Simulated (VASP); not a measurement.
# HgTe (Coloradoite) (F-43m) in VASP: further runs, part 2 of 2

VASP 6.6.1. Earlier steps stand in the parts before.

### Step 4. Relaxation of the atoms, r2SCAN (a relaxed cell with its volume scaled by 0.96)

Contents of INCAR:

```
SYSTEM = HgTe
ALGO = Normal ; EDIFF = 1E-7
EDIFFG = -0.01 ; ENCUT = 600
IBRION = 2 ; ISIF = 2
ISMEAR = 0 ; LASPH = .True.
LCHARG = .False. ; LMIXTAU = .True.
LREAL = .False. ; LWAVE = .False.
METAGGA = R2SCAN ; NELM = 80
NSW = 40 ; PREC = Accurate
SIGMA = 0.03
```

Contents of KPOINTS:

```
k-points
0
Gamma
  10 10 10
  0 0 0
```

Contents of POSCAR:

```
HgTe                                    
1.0
    0.0000000000      3.2439073906      3.2439073906
    3.2439073906      0.0000000000      3.2439073906
    3.2439073906      3.2439073906      0.0000000000
  Hg              Te            
     1     1
Direct
     0.0000000000000000    0.0000000000000000    0.0000000000000000
     0.2500000000000000    0.2500000000000000    0.2500000000000000
```

Potentials or basis: VASP PAW PBE potentials, release 64 (Hg, Te).

The run is started by

```
cat potpaw_PBE.64/Hg/POTCAR potpaw_PBE.64/Te/POTCAR > POTCAR
mpirun -np 1 vasp_std > vasp.out
```

OUTCAR:

```text
SYSTEM = HgTe
   EDIFF = 1E-7
   EDIFFG = -0.01
   ENCUT = 600
   IBRION = 2
   ISIF = 2
   ISMEAR = 0
   LASPH = .True.
   LREAL = .False.
   METAGGA = R2SCAN
   NELM = 80
   NSW = 40
   PREC = Accurate

 ion  position               nearest neighbor table
   1  0.000  0.000  0.000-   2 2.81   2 2.81   2 2.81   2 2.81
   2  0.250  0.250  0.250-   1 2.81   1 2.81   1 2.81   1 2.81

  LATTYP: Found a face centered cubic cell.
 ALAT       =     6.4878147812

  Lattice vectors:

 A1 = (   0.0000000000,   3.2439073906,   3.2439073906)
 A2 = (   3.2439073906,   0.0000000000,   3.2439073906)
 A3 = (   3.2439073906,   3.2439073906,   0.0000000000)

Analysis of symmetry for initial positions (statically):
=====================================================================
 Subroutine PRICEL returns:
 Original cell was already a primitive cell.

 Routine SETGRP: Setting up the symmetry group for a
 face centered cubic supercell.

 Subroutine GETGRP returns: Found 24 space group operations
 (whereof 24 operations were pure point group operations)
 out of a pool of 48 trial point group operations.

[... 179 lines left out ...]
      6      -4.2667      2.00000
      7       2.3093      2.00000
      8       2.7509      1.33333
      9       2.7509      1.33333
     10       2.7509      1.33333
     11       7.3367      0.00000
     12       7.3367      0.00000
     13       7.3367      0.00000
[... 354 lines left out ...]
  band No.  band energies     occupation
      1      -8.9518      2.00000
      2      -4.6530      2.00000
      3      -4.5666      2.00000
      4      -4.5310      2.00000
      5      -4.2189      2.00000
      6      -4.1625      2.00000
      7      -1.8392      2.00000
      8       0.6907      2.00000
      9       0.8766      2.00000
     10       5.0373      0.00000
     11       6.0550      0.00000
     12       9.6201      0.00000
     13      10.3986      0.00000

 [... further k-points ...]

------------------------ aborting loop because EDIFF is reached ----------------------------------------

  FORCE on cell =-STRESS in cart. coord.  units (eV):
  Direction    XX          YY          ZZ          XY          YZ          ZX
  --------------------------------------------------------------------------------------
  -------------------------------------------------------------------------------------
  Total        0.7776572      0.7776572      0.7776572      0.0000000      0.0000000     -0.0000000
  in kB       18.2500236     18.2500236     18.2500236      0.0000000      0.0000000     -0.0000000
  external PRESSURE =      18.2500236 kB  Pullay stress =       0.0000000 kB

 VOLUME and BASIS-vectors are now :
 -----------------------------------------------------------------------------
  energy-cutoff  :      600.00
  volume of cell :       68.27
      direct lattice vectors                 reciprocal lattice vectors
     0.000000000  3.243907391  3.243907391    -0.154135103  0.154135103  0.154135103
     3.243907391  0.000000000  3.243907391     0.154135103 -0.154135103  0.154135103
     3.243907391  3.243907391  0.000000000     0.154135103  0.154135103 -0.154135103

 POSITION                                       TOTAL-FORCE (eV/Angst)
 -----------------------------------------------------------------------------------
      0.00000      0.00000      0.00000        -0.000000     -0.000000     -0.000000
      1.62195      1.62195      1.62195         0.000000      0.000000      0.000000
 -----------------------------------------------------------------------------------
    total drift:                               -0.000000     -0.000000     -0.000000

  FREE ENERGIE OF THE ION-ELECTRON SYSTEM (eV)
  ---------------------------------------------------
  free  energy   TOTEN  =       -75.1485342329 eV

  energy  without entropy=      -75.1484879542  energy(sigma->0) =      -75.14851109

 reached required accuracy - stopping structural energy minimisation
```

Wall time 4.5 min (1 thread of Intel Xeon Platinum 8488C (Sapphire Rapids), shared host); peak memory 0.29 GiB.

What came out:

```yaml
Free_energy: -75.1485 eV
Pressure_after_relaxing: 1.8 GPa
Band_gap_on_the_k_mesh: none (metal or under the smearing width)
```

Final structure:
```
CELL_PARAMETERS angstrom
0.00000 3.24391 3.24391
3.24391 0.00000 3.24391
3.24391 3.24391 0.00000
ATOMIC_POSITIONS crystal
Hg 0.00000 0.00000 0.00000
Te 0.25000 0.25000 0.25000
```

Levels at points of the mesh, in eV from the Fermi level:
```csv
k point,band 7,band 8,band 9,band 10,band 11,band 12
"(0.00, 0.00, 0.00)",-0.45,-0.01,-0.01,-0.01,4.58,4.58
"(0.50, 0.00, 0.00)",-5.58,-1.01,-1.01,0.94,5.38,5.38
"(0.50, 0.50, 0.00)",-5.53,-2.32,-2.32,2.08,2.75,8.66
```

Caveat: the relaxation stopped at its first step, so nothing moved; the PAW data sets were made with another functional, which shifts forces and pressure a little.

### Step 5. Summary

```csv
task,cell,gap on the mesh (eV),pressure (GPa)
relaxation of cell and atoms,relaxed,none,0.0
relaxation of the atoms,atoms relaxed from: a relaxed cell with its volume scaled by 0.94,none,2.9
relaxation of the atoms,atoms relaxed from: a relaxed cell with its volume scaled by 0.96,none,1.8
```

Alike in all rows: level r2SCAN; potentials or basis VASP PAW PBE potentials, release 64 (Hg, Te); no spin polarisation; k mesh 10 × 10 × 10; cutoff (eV) 600; smearing gaussian 0.03 eV.

Caveats: the relaxation stopped at its first step, so nothing moved; the PAW data sets were made with another functional, which shifts forces and pressure a little.

Total energies depend on the potentials used, so only differences within one code and one set of settings carry meaning.
